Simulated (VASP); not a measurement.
All values below come from r2SCAN meta-GGA, VASP's PBE PAW potentials (set 64) (plane waves; VASP).

VASP input:

### KPOINTS
```
Automatic mesh
0
Gamma
4 4 4
0 0 0
```

### POSCAR
```
VCu3S4
1.0
  5.3653239492   0.0000000000   0.0000000000
  0.0000000000   5.3653239492   0.0000000000
  0.0000000000   0.0000000000   5.3653239492
V Cu S
1 3 4
Cart
  5.3653239492   0.0000000000   5.3653239492
  2.6826619746   0.0000000000   5.3653239492
  5.3653239492   0.0000000000   2.6826619746
  5.3653239492   2.6826619746   5.3653239492
  1.2724324658   1.2724324658   1.2724324658
  1.2724324658   4.0928914834   4.0928914834
  4.0928914834   1.2724324658   4.0928914834
  4.0928914834   4.0928914834   1.2724324658
```

### INCAR
```
SYSTEM  =  VCu3S4
PREC  =  Accurate; ENCUT  =  400; LREAL  =  .False.
LASPH  =  .True.
EDIFF  =  1E-6; NELM  =  100; ALGO  =  Normal
LMAXMIX  =  4; LMIXTAU  =  .True.
ISMEAR  =  0; SIGMA  =  0.05
METAGGA  =  R2SCAN
IBRION  =  2; NSW  =  60; ISIF  =  3
EDIFFG  =  -0.02
LWAVE  =  .False.; LCHARG  =  .False.
```

POTCAR, in this order: V_sv Cu S (PBE.64 set). Program: vasp_std.

Problem. What will the output report for the number of irreducible k-points (NKPTS), number of bands (NBANDS), largest plane-wave count, number of space-group operations, FFT grid (NGX, NGY, NGZ)?

Solution. 
```yaml
number of irreducible k-points (NKPTS): 10
number of bands (NBANDS): 42
largest_plane_wave_count: 2832
number_of_space_group_operations: 24
FFT grid (NGX, NGY, NGZ): 36 × 36 × 36
```

The compound is VCu3S4 in the sg215 structure. It was relaxed first. The start is the result of an earlier pass. The run is not spin-polarised, so no magnetic state was tried.
